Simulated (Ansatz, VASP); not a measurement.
**SnSe: VASP beside Ansatz**

One calculation is typed for both programs; each brings its own data sets. How far apart do they land? The cell is taken from a series of runs on this material, whose earlier steps may have relaxed, scaled, displaced or heated it; both programs get it as it stands.

Calculated with Ansatz 0.2.0; plane waves, with VASP 6.6.1 beside it; single point at HF with an exact-exchange share of 1.

**1. The structure**

Symmetry: Pnma, No. 62, orthorhombic system. The conventional cell has a = 11.501 Å, b = 4.153 Å, c = 4.446 Å, α = 90.00°, β = 90.00°, γ = 90.00°. Nearest to Sn lie 5 Se at 2.77 to 3.32 Å. Se has 5 Sn at 2.77 to 3.32 Å nearest. Farther neighbours and most contacts between anions are not listed.

Structure file:

```xyz
8
Lattice="11.5010 0.0000 0.0000 0.0000 4.1530 0.0000 0.0000 0.0000 4.4460" Properties=species:S:1:pos:R:3 pbc="T T T"
Sn    7.1083    3.1147    1.7668
Sn   10.1432    1.0382    3.9898
Sn    4.3927    1.0382    2.6792
Sn    1.3578    3.1147    0.4562
Se    1.6488    1.0382    2.3262
Se    7.3993    1.0382    4.3428
Se    4.1017    3.1147    0.1032
Se    9.8522    3.1147    2.1198
```

**2. VASP: single point, HF with an exact-exchange share of 1**

A single point gives forces, pressure and levels at one fixed geometry, so differences don't come from the geometry; what else differs is listed under the comparison.

Lines of VASP's logs that name or quote its potential files are left out, and so is its time.

The run reads the wave functions of an earlier VASP run, which isn't shown here.

INCAR reads:

```
SYSTEM = SnSe
PREC = Accurate
ENCUT = 400
EDIFF = 1E-06
NELM = 100
ISMEAR = 0
SIGMA = 0.01
LREAL = .FALSE.
ALGO = Normal
LHFCALC = .TRUE.
AEXX = 1
GGA = PE
ALDAC = 0
AGGAC = 0
LASPH = .TRUE.
NBANDS = 49
PRECFOCK = Fast
LORBIT = 11
LWAVE = .FALSE.
LCHARG = .FALSE.
KPAR = 4
NCORE = 4
ISIF = 2
```

POSCAR reads:

```
SnSe
1.0
   11.5010000000      0.0000000000      0.0000000000
    0.0000000000      4.1530000000      0.0000000000
    0.0000000000      0.0000000000      4.4460000000
Sn Se
4 4
Direct
    0.6180623224      0.7500000000      0.3973982494
    0.8819376776      0.2500000000      0.8973982494
    0.3819376776      0.2500000000      0.6026017506
    0.1180623224      0.7500000000      0.1026017506
    0.1433580133      0.2500000000      0.5232104896
    0.6433580133      0.2500000000      0.9767895104
    0.3566419867      0.7500000000      0.0232104896
    0.8566419867      0.7500000000      0.4767895104
```

KPOINTS reads:

```
Automatic mesh
0
Gamma
2 4 4
0 0 0
```

The projector-augmented-wave data sets are Sn_d and Se (PBE family, release 64).

Started as:

```
mpirun -np 16 vasp_std
```

Numbers of over 12 decimals in the logs are rounded to 6 here.

Output:

```text
[banner, memory and clock lines left out]
running   16 mpi-ranks, on    1 nodes
 distrk:  each k-point on    4 cores,    4 groups
 distr:  one band on    4 cores,    1 groups

 POSCAR found type information on POSCAR SnSe
 POSCAR found :  2 types and       8 ions
 LDA part: xc-table for (Slater+PW92), standard interpolation
 found WAVECAR, reading the header
 POSCAR, INCAR and KPOINTS ok, starting setup
 FFT: planning ... GRIDC
 FFT: planning ... GRID_SOFT
 FFT: planning ... GRID
 reading WAVECAR
 the WAVECAR file was read successfully
 initial charge from wavefunction
 entering main loop
       N       E                     dE             d eps       ncg     rms          rms(c)
DAV:   1    -0.657689561782E+02   -0.65769E+02   -0.17197E+01  1772   0.269E+01    0.133E+01
DAV:   2    -0.671671018360E+02   -0.13981E+01   -0.33841E+00  1915   0.927E+00    0.128E+01
DAV:   3    -0.673331887508E+02   -0.16609E+00   -0.63165E-01  1955   0.359E+00    0.896E+00
DAV:   4    -0.672625527725E+02    0.70636E-01   -0.11445E-01  2144   0.163E+00    0.542E+00
DAV:   5    -0.672105544934E+02    0.51998E-01   -0.54948E-02  2041   0.118E+00    0.315E+00
DAV:   6    -0.672021540852E+02    0.84004E-02   -0.48802E-02  2044   0.992E-01    0.179E+00
DAV:   7    -0.672074733930E+02   -0.53193E-02   -0.27352E-02  2038   0.721E-01    0.100E+00
DAV:   8    -0.672097447835E+02   -0.22714E-02   -0.89621E-03  1840   0.444E-01    0.544E-01
DAV:   9    -0.672088500172E+02    0.89477E-03   -0.22350E-03  1917   0.254E-01    0.266E-01
DAV:  10    -0.672079198502E+02    0.93017E-03   -0.13829E-03  1889   0.170E-01    0.121E-01
DAV:  11    -0.672077740045E+02    0.14585E-03   -0.12454E-03  2052   0.127E-01    0.931E-02
DAV:  12    -0.672079268943E+02   -0.15289E-03   -0.68220E-04  1828   0.938E-02    0.975E-02
DAV:  13    -0.672080067109E+02   -0.79817E-04   -0.21706E-04  1831   0.606E-02    0.822E-02
DAV:  15    -0.672079817442E+02    0.18307E-04   -0.23177E-05  1547   0.239E-02    0.320E-02
DAV:  16    -0.672079777735E+02    0.39707E-05   -0.26727E-05  1509   0.197E-02    0.150E-02
DAV:  17    -0.672079809786E+02   -0.32051E-05   -0.16625E-05  1538   0.156E-02    0.607E-03
DAV:  18    -0.672079829863E+02   -0.20077E-05   -0.54287E-06  1435   0.907E-03    0.427E-03
DAV:  19    -0.672079829126E+02    0.73716E-07   -0.83634E-07  1125   0.444E-03
   1 F= -.67207983E+02 E0= -.67207983E+02  d E =-.108574E-29
```

From OUTCAR (step 2):

```text
ion  position               nearest neighbor table
   1  0.618  0.750  0.397-   8 2.77   6 2.81   6 2.81   3 3.54   3 3.54
   2  0.882  0.250  0.897-   6 2.77   8 2.81   8 2.81   4 3.54   4 3.54
   3  0.382  0.250  0.603-   5 2.77   7 2.81   7 2.81   1 3.54   1 3.54
   4  0.118  0.750  0.103-   7 2.77   5 2.81   5 2.81   2 3.54   2 3.54
   5  0.143  0.250  0.523-   3 2.77   4 2.81   4 2.81
   6  0.643  0.250  0.977-   2 2.77   1 2.81   1 2.81
   7  0.357  0.750  0.023-   4 2.77   3 2.81   3 2.81
   8  0.857  0.750  0.477-   1 2.77   2 2.81   2 2.81

  LATTYP: Found a simple orthorhombic cell.
 ALAT       =     4.1530000000
 B/A-ratio  =     1.0705514086
 C/A-ratio  =     2.7693233807

 Subroutine GETGRP returns: Found  8 space group operations
 (whereof  2 operations were pure point group operations)

The static configuration has the point symmetry S_2 .
 The point group associated with its full space group is D_2h.

 Found     18 irreducible k-points:

   k-points           NKPTS =     18   k-points in BZ     NKDIM =     32   number of bands    NBANDS=     49

   dimension x,y,z NGX =    80 NGY =   28 NGZ =   30
   dimension x,y,z NGXF=   160 NGYF=   56 NGZF=   60

   ENCUT  =  400.0 eV  29.40 Ry    5.42 a.u.  18.76  6.77  7.25*2*pi/ulx,y,z

   NELECT =      80.0000    total number of electrons

 k-points in reciprocal lattice and weights: Automatic mesh
   0.00000000  0.00000000  0.00000000       0.031
   0.50000000  0.00000000  0.00000000       0.031
   0.00000000  0.25000000  0.00000000       0.062
   0.50000000  0.25000000  0.00000000       0.062
   0.00000000  0.50000000  0.00000000       0.031
   0.50000000  0.50000000  0.00000000       0.031
   0.00000000  0.00000000  0.25000000       0.062
   0.50000000  0.00000000  0.25000000       0.062
   0.00000000  0.25000000  0.25000000       0.125
[...]
0.00000000  0.50000000  0.50000000       0.031
   0.50000000  0.50000000  0.50000000       0.031

  exchange ACFDT corr.  =         0.00000000  see jH, gK, PRB 81, 115126

 average (electrostatic) potential at core
       1 -74.3752       2 -74.3752       3 -74.3752       4 -74.3752       5 -34.7876
       6 -34.7876       7 -34.7876       8 -34.7876

 E-fermi :   4.3657

 k-point     1 :       0.0000    0.0000    0.0000
  band No.  band energies     occupation
    ...
     36       0.9137      2.00000
     37       1.3870      2.00000
     38       2.4034      2.00000
     39       2.7268      2.00000
     40       3.1589      2.00000
     41       9.7663      0.00000
     42      12.6929      0.00000
     43      12.8224      0.00000
     44      12.8415      0.00000
     45      13.2211      0.00000
    ...

 k-point     2 :       0.5000    0.0000    0.0000
  band No.  band energies     occupation
    ...
     36       0.6973      2.00000
     37       1.0322      2.00000
     38       1.0322      2.00000
     39       3.0150      2.00000
     40       3.0150      2.00000
     41      12.2342      0.00000
     42      12.2343      0.00000
     43      12.3653      0.00000
     44      12.3653      0.00000
     45      13.9679      0.00000
    ...

 k-point     3 :       0.0000    0.2500    0.0000
  band No.  band energies     occupation
    ...
     36       1.0867      2.00000
     37       1.7947      2.00000
     38       2.7359      2.00000
     39       3.0153      2.00000
     40       3.9279      2.00000
     41      10.2292      0.00000
     42      10.4246      0.00000
     43      11.8796      0.00000
     44      12.0423      0.00000
     45      12.2241      0.00000
    ...

  Total        6.4880951      7.2290135      7.7272950      0.0000000     -0.0000000      0.0000000
  in kB       48.9509130     54.5409406     58.3003389      0.0000000     -0.0000000      0.0000000
  external PRESSURE =      53.9307308 kB  Pullay stress =       0.0000000 kB

  energy-cutoff  :      400.00
  volume of cell :      212.36
      direct lattice vectors                 reciprocal lattice vectors
    11.501000000  0.000000000  0.000000000     0.086948961  0.000000000  0.000000000
     0.000000000  4.153000000  0.000000000     0.000000000  0.240789791  0.000000000
     0.000000000  0.000000000  4.446000000     0.000000000  0.000000000  0.224921278

 POSITION                                       TOTAL-FORCE (eV/Angst)
 -----------------------------------------------------------------------------------
      7.10833      3.11475      1.76683         0.529914      0.000000     -0.504894
     10.14317      1.03825      3.98983        -0.529914      0.000000     -0.504894
      4.39267      1.03825      2.67917        -0.529914      0.000000      0.504894
      1.35783      3.11475      0.45617         0.529914     -0.000000      0.504894
      1.64876      1.03825      2.32619         0.541552     -0.000000     -0.542662
      7.39926      1.03825      4.34281         0.541552     -0.000000      0.542662
      4.10174      3.11475      0.10319        -0.541552      0.000000     -0.542662
      9.85224      3.11475      2.11981        -0.541552      0.000000      0.542662
 -----------------------------------------------------------------------------------
    total drift:                                0.000006      0.000000      0.000030

  FREE ENERGIE OF THE ION-ELECTRON SYSTEM (eV)
  ---------------------------------------------------
  free  energy   TOTEN  =       -67.2079829126 eV

  energy  without entropy=      -67.2079829126  energy(sigma->0) =      -67.20798291

 total charge
# of ion       s       p       d       tot
------------------------------------------
    1        1.467   0.676  10.014  12.157
    2        1.467   0.676  10.014  12.157
    3        1.467   0.676  10.014  12.157
    4        1.467   0.676  10.014  12.157
    5        1.508   2.556   0.021   4.085
    6        1.508   2.556   0.021   4.085
    7        1.508   2.556   0.021   4.085
    8        1.508   2.556   0.021   4.085
--------------------------------------------------
tot         11.901  12.928  40.140  64.969

[... 3 further parts left out ...]
```

The k-mesh is coarse for unscreened exact exchange, which converges slowly with it.

(Part 1 of 2 ends here.)

[Lines on the potential files, build, host, timing and source positions are cut from VASP's logs without a mark.]

[Logs are printed without paths, hosts, clocks, repeated set-up lines and the standing remarks that a program may print on its own settings, such as how far it seeks lower states.]

[Hosts, paths, dates, database ids (printed as entryN), source tags and the programs' standing remarks are cut or masked in the printed files.]
